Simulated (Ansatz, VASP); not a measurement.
# Cross-check of InAs between VASP and Ansatz, part 2 of 2

One calculation is typed for both programs; each brings its own data sets. How far apart do they land? The cell is taken from a series of runs on this material, whose earlier steps may have relaxed, scaled, displaced or heated it; both programs get it as it stands.

VASP 6.6.1 and Ansatz 0.2.0.

So far: The structure; VASP: zone-centre phonons, LDA, pair 1.

## 3. Ansatz: zone-centre phonons, LDA, pair 1

Level of this step: Ansatz beside VASP: Kohn-Sham DFT, plane waves, LDA (Ansatz).

Ansatz runs on its PAW soft_1 files.

The same cell, functional (in two slightly different forms), mesh and smearing now go to Ansatz, which takes its cutoff from its data sets.

Input file input.yaml:

```yaml
crystal:
  lattice:
    - [0.0, 3.0020652133, 3.0430407763]
    - [3.0020652133, 0.0, 3.0430407763]
    - [3.0020652133, 3.0020652133, 0.0]
  atoms:
    - { symbol: As, position: [0.75, 0.75, 0.75] }
    - { symbol: In, position: [0.0, 0.0, 0.0] }
kpoints:
  mp_grid: { grid: [12, 12, 12] }
hamiltonian:
  xc: lda
  pseudopotentials: { kind: paw, azcp: { folder: soft_1 }, xc_functional: pbe }
scf:
  occupations: { method: methfessel_paxton, width: 0.2 }
output:
  eigenvalues: true
phonons:
  method: dfpt
```

Launch:

```sh
> ansatz run input.yaml --threads 4 --pin off --max-ram 10240MiB --backend cpu --events-out ev --progress --plain --runs-dir out
```

Numbers of over 12 decimals in the logs are rounded to 6 here.

The program printed:

```text
zone centre: on kpoints.mp_grid the ground state, and the responses unless they are solved on pairs of k-points, stand on 280 of the mesh's 1728 k-points, reduced under 4 symmetry operations, with k and −k counted as one. Each operation leaves every solved displacement unchanged or reverses it
Engine: ansatz 0.2.0, x86_64-unknown-linux-gnu
Pseudopotentials: kind: paw
Pseudopotential: As, paw, valence charge 15, recommended cutoff 420 eV (normal), soft_1/As.paw.azcp
Pseudopotential: In, paw, valence charge 13, recommended cutoff 420 eV (normal), soft_1/In.paw.azcp
Functional definition: SPW92
  exchange = slater_x
  correlation = pw_c
Crystal: 2 atoms, lattice volume = 54.850 Å³
Basis set: ecut = 420 eV, 1067 PW (Γ), exchange–correlation on 60×60×60 points (8 copies of the dense FFT grid, shifted against one another)
Bands: 18, of which v1, the nominal top of the filled ones, is band 14 counted from 1 (13 counted from 0)
Symmetry: 8 space group operations
k-points: 280 of 1728 (irreducible under 4 space group operations, time reversal used)
Non-local potential: As, projectors of the file, l = 0: 2, l = 1: 2, l = 2: 3, l = 3: 1
Non-local potential: In, projectors of the file, l = 0: 2, l = 1: 2, l = 2: 2, l = 3: 1
PAW form: soft (Blöchl's): semilocal exchange-correlation on the pseudo side does not see the compensation charge
PAW frozen core: As, regenerated for the run's functional, and the local potential with it (the file was generated under x = pbe(κ = 0.804, μ = 0.219515), c = pbe(β = 0.066725))
PAW frozen core: In, regenerated for the run's functional, and the local potential with it (the file was generated under x = pbe(κ = 0.804, μ = 0.219515), c = pbe(β = 0.066725))
PAW one-centre angular grid: As, 590 points (default); XC on 64 Gauss nodes
PAW one-centre angular grid: In, 590 points (default); XC on 64 Gauss nodes
Initial density: superposition of atomic densities (chi_scale 0.1, normalization cell, long waves kept (reshape's long-wave potential 0.00 eV rms))
Initial wavefunctions: pseudopotential atomic-orbital guess
Functional: x = slater, c = lda
SCF iter   1: F=—  HF=-10231.428796 eV  |F-HF|=—  |Δ(HF+E_count)|=         —  Δρ=2.81e-2  dr2=3.83e-1  ethr=3.10e-3  ⟨swp⟩=5.2  Hψ=25648  notcnv=0
preconditioner: auto → none  [insulator: Δε(μ)=0.784 eV  Ē_g=14.696 eV  σ=0.200 eV  W_gap=0.60  n_scr=14 (ndim 8)  ℏωp=21.3 eV  f_vac=0.006  D(μ)=0.05/eV (n_scr^D=0)  ε∞_Penn≈3.1]
SCF iter   2: F=—  HF=-10231.319152 eV  |F-HF|=—  |Δ(HF+E_count)|=   1.10e-1  S|Δr|=    0.00e0  Δρ=1.24e-2  dr2=6.24e-2  ethr=1.37e-3  ⟨swp⟩=2.0  Hψ=8348  notcnv=0
SCF iter   3: F=—  HF=-10231.304449 eV  |F-HF|=—  |Δ(HF+E_count)|=   1.47e-2  S|Δr|=    0.00e0  Δρ=2.48e-3  dr2=7.49e-3  ethr=2.23e-4  ⟨swp⟩=2.7  Hψ=9177  notcnv=0
SCF iter   4: F=—  HF=-10231.301289 eV  |F-HF|=—  |Δ(HF+E_count)|=   3.16e-3  S|Δr|=    0.00e0  Δρ=6.53e-4  dr2=1.11e-4  ethr=2.67e-5  ⟨swp⟩=2.0  Hψ=8961  notcnv=0
SCF iter   5: F=—  HF=-10231.301316 eV  |F-HF|=—  |Δ(HF+E_count)|=   2.67e-5  S|Δr|=    0.00e0  Δρ=1.70e-4  dr2=5.41e-6  ethr=3.98e-7  ⟨swp⟩=3.0  Hψ=8967  notcnv=0
SCF iter   6: F=—  HF=-10231.301321 eV  |F-HF|=—  |Δ(HF+E_count)|=   4.86e-6  S|Δr|=    0.00e0  Δρ=1.14e-5  dr2=2.83e-8  ethr=1.93e-8  ⟨swp⟩=2.0  Hψ=8909  notcnv=0
SCF iter   7: F=—  HF=-10231.301321 eV  |F-HF|=—  |Δ(HF+E_count)|=   2.80e-7  S|Δr|=    0.00e0  Δρ=3.91e-6  dr2=7.60e-9  ethr=1.01e-10  ⟨swp⟩=2.0  Hψ=8961  notcnv=0
SCF iter   8: F=—  HF=-10231.301321 eV  |F-HF|=—  |Δ(HF+E_count)|=   5.59e-9  S|Δr|=    0.00e0  Δρ=5.51e-7  dr2=7.04e-11  ethr=2.71e-11  ⟨swp⟩=2.0  Hψ=8961  notcnv=0
SCF iter   9: F=-10231.301321 eV  HF=-10231.301321 eV  |F-HF|=3.64e-12  |Δ(HF+E_count)|=  5.46e-12  S|Δr|=    0.00e0  Δρ=7.79e-8  dr2=1.30e-12  ethr=1.00e-12  ⟨swp⟩=5.2  Hψ=20543  notcnv=0
SCF 1 converged in 9 iterations: F = -10231.301321 eV  dr2 = 1.30e-12
  greatest PAW one-centre occupation: 0.999 electrons in one spin orbital (limit 2), on the As atom at site 0 (counted from 0), in its partial waves of l = 2
DFPT response loops at Γ: preconditioner auto → Kerker (q_TF=auto, 2.439 Å⁻¹) (partly filled bands, converged f_vac=0.086); β = 1.00, the filter's whole step (`scf.mixing.beta` (0.50) is not read by the response loops under this deck's `scf.mixing.preconditioner`; to damp them name `kerker` or `kerker_dos`, under which they read `scf.mixing.beta`, and type it under 1.00, their step now; both keys bind the ground state too); Broyden in place of MSR1
SCF converged after 9 iterations
Stability not checked: this state was not tested for a lower state beside it, because cold or Methfessel-Paxton smearing, or corrected tetrahedra, fill the levels in a way that the test cannot read (fill_not_monotonic; see scf.lower_state_search)
Free energy (F): -10231.301321 eV
Harris-Foulkes:  -10231.301321 eV  (|F-HF|=3.64e-12)
Internal energy: -10231.301731 eV  (E = F + TS)
E sigma→0 (E₀):  -10231.301423 eV
Entropy (-TS):   0.000410 eV (0.205 meV/atom)
Fermi energy:    7.509071 eV
Step filling:    the computed levels leave a gap of 0.0000 eV = 0.0 smearing widths at the electron count; against every level under it full and every level over it empty, smearing changes F+E_penalty+E_count by +0.173 meV and its σ→0 estimate by +0.071 meV
--- Per-component energies (eV) ---
  E_band       = -324.774066
  E_kinetic    = 318.519327
  E_local      = -3475.522404  (includes V_loc(G=0)·N_el)
  E_nonlocal   = -59.468243
  E_hartree    = 1726.843910
  E_xc         = -212.355717
  E_vxc        = -164.705868  (∫ρ·V_xc dr)
  E_paw        = -6001.848956  (= ΣΔE_a)
  E_vpaw       = -397.284771  (= ΣTr[D̂ρ^β])
  E_aug_tail   = 0.000081  (compensation charges beyond the density's cutoff)
  E_ewald      = -2529.829492
  E_core_change = 2.359764  (= ΣΔE_core)
  E_smearing   = 0.000410  (= −TS)
  E_closure    = -0.000000  (closes the sum)
  Σ components = -10231.301321   (vs F -10231.301321, Δ=0.00e0)
--- Band table (eV; the first three rows and the last of 280) ---
  k-point 0: bands = [... 10 lower, -4.5253, 7.0610, 7.4173, 7.4851, 7.4851, 11.2936, 11.2936, 11.3217]
  k-point 1: bands = [... 10 lower, -4.4510, 6.0881, 7.3437, 7.3931, 8.1770, 11.3176, 11.4323, 11.4546]
  k-point 2: bands = [... 10 lower, -4.2368, 4.8606, 7.1114, 7.1703, 8.5791, 11.6599, 11.7523, 11.7806]
  k-point 279: bands = [... 10 lower, -2.5033, 1.4544, 5.1473, 5.1473, 8.9236, 9.4996, 16.4251, 16.6492]
--- Phonons (Γ-DFPT): 4 representative perturbations + reference, on 280 of 1728 k-points (Σ response iterations 12) ---
  k mesh reduced under 4 symmetry operations, with k and −k counted as one. Each operation leaves every solved displacement unchanged or reverses it
  ASR residual: 9.899e-5 → 0.000e0 eV/Å²; symmetrization residual: 2.006e-5 eV/Å²
  ASR residual per site (eV/Å²): 3.52e-5 9.90e-5
  Γ frequencies (cm⁻¹): 0.00 0.00 0.00 212.71 212.71 213.38
  non-analytic LO–TO correction: not included (Born effective charges unavailable; polar crystals: no LO–TO splitting at Γ)
```

The column dr2 measures how far the density is from self-consistency, as an energy; F and HF (Harris–Foulkes) agree once it is small.

## 4. Comparison

Known differences besides the potentials themselves: the data sets hold 28 valence electrons in Ansatz (on its PAW soft_1 files) and 18 in VASP; the cutoff is 420 eV in Ansatz and 500 eV in VASP; VASP's log shows a relativistic correction to its local exchange, Ansatz's none. Total energies have different zeros and are not compared.

Compared:

```tsv
quantity	Ansatz	VASP	difference
optical mode 1 to 2 (cm⁻¹)	212.7	213.5	-0.35 %
optical mode 3 (cm⁻¹)	213.4	214.0	-0.29 %
```

Modes are paired by rising frequency, not by their patterns, so a pair may set unlike modes beside each other; they are those without the splitting of longitudinal modes.

## 5. VASP: zone-centre phonons, LDA, pair 2

Second derivatives magnify differences that forces hide, and they need a tight electronic threshold. The cell compared in this pair holds 55.00 Å³, against 54.85 Å³ for the pair before.

Input file INCAR:

```
SYSTEM = InAs
PREC = Accurate
ENCUT = 500
EDIFF = 1E-08
NELM = 120
ISMEAR = 1
SIGMA = 0.2
LREAL = .FALSE.
ALGO = Normal
GGA = PW92
NBANDS = 15
LORBIT = 11
LWAVE = .FALSE.
LCHARG = .FALSE.
ISIF = 2
IBRION = 8
LASPH = .TRUE.
GGA_COMPAT = .FALSE.
KPAR = 2
```

Input file POSCAR:

```
InAs
1.0
    0.0000000000      2.9914951054      3.0731698929
    2.9914951054      0.0000000000      3.0731698929
    2.9914951054      2.9914951054      0.0000000000
As In
1 1
Direct
    0.7500000000      0.7500000000      0.7500000000
    0.0000000000      0.0000000000      0.0000000000
```

Input file KPOINTS:

```
Automatic mesh
0
Gamma
12 12 12
0 0 0
```

The projector-augmented-wave data sets are As and In_d (LDA family, release 64).

Launch:

```sh
> mpirun -np 2 vasp_std
```

The program printed:

```text
[banner, memory and clock lines left out]
running    2 mpi-ranks, on    1 nodes
[...]
[... a notice as in an earlier step ...]

 LDA part: xc-table for (Slater(with rela. corr.)+PW92), standard interpolation
 POSCAR, INCAR and KPOINTS ok, starting setup
[...]
entering main loop
       N       E                     dE             d eps       ncg     rms          rms(c)
DAV:   1     0.111945650293E+03    0.11195E+03   -0.82318E+03  4918   0.127E+03
DAV:   2    -0.142289678215E+01   -0.11337E+03   -0.10918E+03  5219   0.302E+02
DAV:   3    -0.913042123718E+01   -0.77075E+01   -0.76637E+01  6388   0.802E+01
DAV:   4    -0.932658851729E+01   -0.19617E+00   -0.19611E+00  5770   0.142E+01
[...]
DAV:  12    -0.901990589938E+01    0.23897E-05   -0.49270E-06  7333   0.302E-02    0.712E-03
DAV:  13    -0.901990594311E+01   -0.43724E-07   -0.68109E-07  6164   0.481E-03    0.175E-03
DAV:  14    -0.901990593923E+01    0.38758E-08   -0.24688E-08  6324   0.239E-03
   1 F= -.90199059E+01 E0= -.90200500E+01  d E =0.432206E-03
[...]
RMM:  12    -0.237617923908E+00   -0.13629E-07    0.43492E-08 30016   0.821E-05    0.107E-05
RMM:  13    -0.237617990198E+00   -0.66290E-07    0.21034E-08 29153   0.507E-05    0.138E-05
RMM:  14    -0.237617990754E+00   -0.55575E-09    0.14002E-08 29599   0.343E-05    0.206E-05
 first order change of Fermi-energy  -0.31926E-04
 force on displaced ion       2 direction 1 :  -7.522  -0.000  -0.000
 Linear response progress:
  Degree of freedom:   4/  4
       N       E                     dE             d eps       ncg     rms          rms(c)
RMM:   1    -0.235651238807E+00   -0.23565E+00   -0.92871E-02 11361   0.489E+00
RMM:   2    -0.238044537735E+00   -0.23933E-02   -0.13186E-02 14223   0.104E+00    0.798E-02
RMM:   3    -0.238017741540E+00    0.26796E-04   -0.15545E-03 15430   0.321E-01    0.396E-02
RMM:   4    -0.237835792976E+00    0.18195E-03   -0.14555E-04 15864   0.107E-01    0.205E-02
[...]
RMM:  12    -0.237807092159E+00   -0.32169E-07    0.17074E-07 17386   0.789E-05    0.468E-06
RMM:  13    -0.237807110415E+00   -0.18257E-07    0.82482E-08 17473   0.475E-05    0.531E-06
RMM:  14    -0.237807105148E+00    0.52672E-08    0.50586E-08 16430   0.320E-05    0.380E-06
 first order change of Fermi-energy  -0.13099E-03
 force on displaced ion       2 direction 3 :   0.000   0.000  -7.622
 Linear response finished
```

OUTCAR, selected parts (step 5):

```text
  Total        0.0448017      0.0448017     -0.3066667      0.0000000      0.0000000     -0.0000000
  in kB        1.3050032      1.3050032     -8.9327259      0.0000000      0.0000000     -0.0000000
  external PRESSURE =      -2.1075732 kB  Pullay stress =       0.0000000 kB

 POSITION                                       TOTAL-FORCE (eV/Angst)
 -----------------------------------------------------------------------------------
      4.48724      4.48724      4.60975        -0.000000     -0.000000      0.000000
      0.00000      0.00000      0.00000         0.000000      0.000000     -0.000000
 -----------------------------------------------------------------------------------
    total drift:                               -0.000000     -0.000000      0.000000

[... 1 part as in an earlier step ...]

[... 1 further part left out ...]
```

## 6. Ansatz: zone-centre phonons, LDA, pair 2

The same cell, functional (in two slightly different forms), mesh and smearing now go to Ansatz, which takes its cutoff from its data sets.

The cell is taken from a series of runs on this material, whose earlier steps may have relaxed, scaled, displaced or heated it; both programs get it as it stands.

input.yaml, the sections that differ from step 3:

```yaml
crystal:
  lattice:
    - [0.0, 2.9914951054, 3.0731698929]
    - [2.9914951054, 0.0, 3.0731698929]
    - [2.9914951054, 2.9914951054, 0.0]
  atoms:
    - { symbol: As, position: [0.75, 0.75, 0.75] }
    - { symbol: In, position: [0.0, 0.0, 0.0] }
# kpoints, hamiltonian, scf, output, phonons: as in step 3
```

Launch:

```sh
> ansatz run input.yaml --threads 4 --pin off --max-ram 10240MiB --backend cpu --events-out ev --progress --plain --runs-dir out
```

The program printed:

```text
[...]
Crystal: 2 atoms, lattice volume = 55.004 Å³
Basis set: ecut = 420 eV, 1063 PW (Γ), exchange–correlation on 60×60×60 points (8 copies of the dense FFT grid, shifted against one another)
Bands: 18, of which v1, the nominal top of the filled ones, is band 14 counted from 1 (13 counted from 0)
Symmetry: 8 space group operations
k-points: 280 of 1728 (irreducible under 4 space group operations, time reversal used)
[...]
k-point 1: bands = [... 10 lower, -4.4690, 6.0435, 7.2811, 7.3811, 8.1322, 11.2646, 11.3880, 11.4414]
  k-point 2: bands = [... 10 lower, -4.2560, 4.8225, 7.0459, 7.1644, 8.5329, 11.5743, 11.7129, 11.7863]
  k-point 279: bands = [... 10 lower, -2.5603, 1.3792, 5.1710, 5.1710, 8.9362, 9.5415, 16.2903, 16.5890]
[...]
ASR residual: 7.923e-5 → 0.000e0 eV/Å²; symmetrization residual: 2.004e-5 eV/Å²
  ASR residual per site (eV/Å²): 4.07e-5 7.92e-5
  Γ frequencies (cm⁻¹): 0.00 0.00 0.00 211.77 211.77 213.03
[...]
[key lines of the parts left out:]
SCF converged after 9 iterations
Free energy (F): -10231.298742 eV
Fermi energy:    7.483876 eV
```

## 7. Differences

What differs besides the data sets and the points named for the pairs above, as far as they apply: the data sets hold 28 valence electrons in Ansatz (on its PAW soft_1 files) and 18 in VASP. Total energies have different zeros and are not compared.

The two programs side by side:

```tsv
quantity	Ansatz	VASP	difference
optical mode 1 to 2 (cm⁻¹)	211.8	212.5	-0.36 %
optical mode 3 (cm⁻¹)	213.0	213.9	-0.40 %
```

Modes are paired by rising frequency, not by their patterns, so a pair may set unlike modes beside each other; they are those without the splitting of longitudinal modes.

## 8. Results

```
r.m.s. difference of the optical zone-centre modes, each program's sorted by frequency (zone-centre phonons, LDA, pair 1) : 0.71 cm⁻¹
r.m.s. difference of the optical zone-centre modes, each program's sorted by frequency (zone-centre phonons, LDA, pair 2) : 0.79 cm⁻¹
```

In words: The r.m.s. difference of the optical zone-centre modes, each program's sorted by frequency is 0.71 cm⁻¹ (zone-centre phonons, LDA, pair 1). The data sets hold unlike numbers of valence electrons (28 in Ansatz and 18 in VASP), so part of the differences comes from the potentials. Such differences can come from data sets, numerical settings and the points named under the comparisons, not from the functional's error against experiment.

[Lines on the potential files, build, host, timing and source positions are cut from VASP's logs without a mark.]

[Logs are printed without paths, hosts, clocks, repeated set-up lines and the standing remarks that a program may print on its own settings, such as how far it seeks lower states.]

[Hosts, paths, dates, database ids (printed as entryN), source tags and the programs' standing remarks are cut or masked in the printed files.]
